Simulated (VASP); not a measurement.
Input for VASP

POSCAR:
```
TiCo
1.0
  2.8985483399   0.0000000000   0.0000000000
  0.0000000000   2.8985483399   0.0000000000
  0.0000000000   0.0000000000   2.8985483399
Ti Co
1 1
Cart
  0.0000000000   0.0000000000   2.8985483399
  1.4492741700   1.4492741700   1.4492741700
```

File KPOINTS:
```
Automatic mesh
0
Gamma
11 11 11
0 0 0
```

INCAR:
```
! general
SYSTEM =TiCo
PREC   =Accurate
ENCUT  =400
LREAL  =.FALSE.
LASPH  =.TRUE.

! electronic loop
EDIFF  =1E-6
NELM   =100
ALGO   =Normal
LMAXMIX=4

! smearing
ISMEAR =1
SIGMA  =0.1

! ions
IBRION =2
NSW    =60
ISIF   =3
EDIFFG =-0.01

! output
LWAVE  =.FALSE.
LCHARG =.FALSE.
```

POTCAR, in this order: Ti_sv Co (LDA.64 set). Program: vasp_std.

Translate this LDA calculation to Ansatz.

One equivalent input (not run):
Ansatz 0.2 input:
```yaml
crystal:
  lattice:
    - [2.8985483, 0.0000000, 0.0000000]
    - [0.0000000, 2.8985483, 0.0000000]
    - [0.0000000, 0.0000000, 2.8985483]
  atoms:
    - { symbol: Ti, position: [0.0000000, 0.0000000, 1.0000000] }
    - { symbol: Co, position: [0.5000000, 0.5000000, 0.5000000] }
kpoints:
  mp_grid: { grid: [11, 11, 11] }
hamiltonian:
  xc: lda
  pseudopotentials: { kind: paw }
scf:
  occupations: { method: methfessel_paxton, width: 0.1 }
  max_iter: 100
relax:
  max_steps: 60
  f_tol: 0.01
  cell: {}
output: { forces: true, stress: true, eigenvalues: true }
```
What does not carry over: each code has its own PAW files, so the cut-off isn't converted (ENCUT is set for VASP's; basis.ecutwfc is left out, and Ansatz then takes the one that its files recommend); Ansatz stops its SCF on the density residual and VASP on the energy change (EDIFF); Ansatz's lda is the Perdew-Wang form, while the LDA potentials of VASP carry Perdew-Zunger's.

The compound is TiCo in the CsCl type structure. This run relaxes it. Symmetry was kept, so distortions that lower it aren't found. The start is the result of an earlier pass.
